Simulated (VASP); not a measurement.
OSZICAR of a VASP run on ZnO (wurtzite):

File OSZICAR:
```
       N       E                     dE             d eps       ncg     rms          rms(c)
DAV:   1     0.285491341785E+03    0.28549E+03   -0.19024E+04  1336   0.238E+03
DAV:   2     0.802211544524E+01   -0.27747E+03   -0.26690E+03  1410   0.443E+02
DAV:   3    -0.208449136753E+02   -0.28867E+02   -0.28682E+02  1584   0.152E+02
DAV:   4    -0.213647365471E+02   -0.51982E+00   -0.51945E+00  1422   0.218E+01
DAV:   5    -0.213687646874E+02   -0.40281E-02   -0.40271E-02  1548   0.183E+00    0.145E+01
DAV:   6    -0.185048120221E+02    0.28640E+01   -0.10062E+01  2372   0.704E+01    0.932E+00
DAV:   7    -0.186363622770E+02   -0.13155E+00   -0.22581E+00  1382   0.180E+01    0.547E+00
DAV:   8    -0.186524516402E+02   -0.16089E-01   -0.70922E-01  1998   0.841E+00    0.169E+00
DAV:   9    -0.185978917054E+02    0.54560E-01   -0.15314E-01  2090   0.720E+00    0.343E-01
DAV:  10    -0.186009111588E+02   -0.30195E-02   -0.52360E-02  1354   0.173E+00    0.162E-01
DAV:  11    -0.186008667725E+02    0.44386E-04   -0.20487E-03  1786   0.788E-01    0.466E-02
DAV:  12    -0.186009252990E+02   -0.58526E-04   -0.28073E-04  1714   0.377E-01    0.291E-02
DAV:  13    -0.186009279242E+02   -0.26252E-05   -0.44087E-05  1476   0.136E-01    0.132E-02
DAV:  14    -0.186009300558E+02   -0.21316E-05   -0.16881E-05  1434   0.408E-02    0.671E-03
DAV:  15    -0.186009294976E+02    0.55814E-06   -0.24409E-06  1710   0.142E-02    0.114E-03
DAV:  16    -0.186009294571E+02    0.40516E-07   -0.15226E-07   926   0.519E-03
   1 F= -.18600929E+02 E0= -.18600929E+02  d E =-.186009E+02
```

### Question
Which electronic solver shows in the log?

### Answer
It is blocked Davidson (ALGO = Normal, or the opening steps of other solvers). The INCAR had ALGO = Normal.

### Question
Can the final energy be trusted as converged?

### Answer
The calculation finished and met its thresholds. It stopped with EDIFF = 1E-7, NELM = 100, NSW = 30 and EDIFFG = -0.01 after 1 ionic step (AM05 GGA, plane waves, VASP's PBE PAW potentials (set 64)).

The compound is ZnO in the wurtzite structure. It was relaxed first.
